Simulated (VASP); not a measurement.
VASP ran on this input.

POSCAR:
```
NaCl
1
    0.0000000000     2.8932790000     2.8932790000
    2.8932790000     0.0000000000     2.8932790000
    2.8932790000     2.8932790000     0.0000000000
Na Cl
1 1
Direct
  0.0000000000   0.0000000000   0.0000000000
  0.5000000000   0.5000000000   0.5000000000
```

### KPOINTS
```
kpoints
0
gamma
  4 4 4
0 0 0
```

**INCAR**
```
SYSTEM  =  NaCl
PREC  =  Normal; ENCUT  =  500; LREAL  =  F
LASPH  =  T
EDIFF  =  1E-8; NELM  =  100; ALGO  =  Normal
ISMEAR  =  0; SIGMA  =  0.01
GGA  =  PE
LWAVE  =  T; LCHARG  =  F
```

POTCAR, in this order: Na_sv_GW Cl_GW (PBE.64 set). Program: vasp_std.

**Question.** Translate this PBE calculation to Quantum ESPRESSO's pw.x.

**Answer.** One equivalent input (not run):
```
&CONTROL
  calculation = 'scf'
  pseudo_dir = './pseudo'
  outdir = './out'
  tprnfor = .true.
  tstress = .true.
/
&SYSTEM
  ibrav = 0
  nat = 2
  ntyp = 2
  ecutwfc = 88
  occupations = 'smearing'
  smearing = 'gaussian'
  degauss = 0.000735
  input_dft = 'pbe'
/
&ELECTRONS
  conv_thr = 7.3e-10
  electron_maxstep = 100
/
ATOMIC_SPECIES
  Na 22.990 Na.upf
  Cl 35.450 Cl.upf
CELL_PARAMETERS angstrom
     0.0000000    2.8932790    2.8932790
     2.8932790    0.0000000    2.8932790
     2.8932790    2.8932790    0.0000000
ATOMIC_POSITIONS crystal
  Na   0.0000000  0.0000000  0.0000000
  Cl   0.5000000  0.5000000  0.5000000
K_POINTS automatic
  4 4 4 0 0 0
```
The two are equivalent in intent, not identical: the potentials are each code's own (VASP's PAW set, PseudoDojo norm-conserving files in pw.x), so ENCUT and ecutwfc are chosen apart and not converted; conv_thr bounds pw.x's estimated SCF error, while EDIFF bounds the energy change between steps.

The compound is NaCl in the rock salt structure. This cell is one point of a volume scan, at 1.08 of the reference volume. The k-mesh is coarse (spacing up to 0.47 per Å, 2π included), so the numbers may not be converged in it.
